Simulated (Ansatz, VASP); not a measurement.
Two plane-wave programs on Mg6VCd

```
Cd V Mg
1.0
     5.00501    0.00000    0.00000
     0.00000    6.26659    0.00000
     0.00000    3.16240    5.41011
Cd V Mg
1 1 6
Direct
  0.50000 0.66578 0.66578
  0.50000 0.16720 0.16720
  0.00000 0.83312 0.83312
  0.00000 0.32778 0.32778
  0.00000 0.32802 0.84439
  0.00000 0.84439 0.32802
  0.50000 0.16951 0.66419
  0.50000 0.66419 0.16951
```

The cell comes from a database or a generator and needn't be the stable form of this composition.

Alike in both runs: task single point; functional PBE; k mesh 6 × 5 × 5; occupations gaussian, width 0.1 eV; collinear spin, ferromagnetic start.

```csv
,VASP,Ansatz
version,VASP 6.6.1,Ansatz 0.2.0
potentials or method,"VASP PAW PBE potentials, release 64 (Cd, V_sv, Mg)",Ansatz PAW
plane-wave cutoff (eV),520,420
valence electrons in the cell,37,93
```

VASP gave:

| Item | Value |
| --- | --- |
| gap on the k mesh at the Fermi level (eV) | none |
| pressure (GPa) | 0.0 |
| largest component of the traceless stress (GPa) | 0.29 |
| rms of the force components (eV/Å) | 0.008 |
| net moment per atom (μB) | 0.41 |
| size of the moment on the site where the two differ most (μB) | 2.61 |

Q: What did Ansatz give for the same quantities?

A: gap on the k mesh at the Fermi level (eV): none; pressure (GPa): 0.1; largest component of the traceless stress (GPa): 0.30; rms of the force components (eV/Å): 0.009; net moment per atom (μB): 0.41; size of the moment on the site where the two differ most (μB): 2.74.

Site moments also hang on the region over which each program counts them. A gap of «none» marks a metal or a gap that the smearing closes. With one functional, cell and mesh, what is left measures potentials, basis and numerics. The two sets of potentials don't hold the same shells in valence.
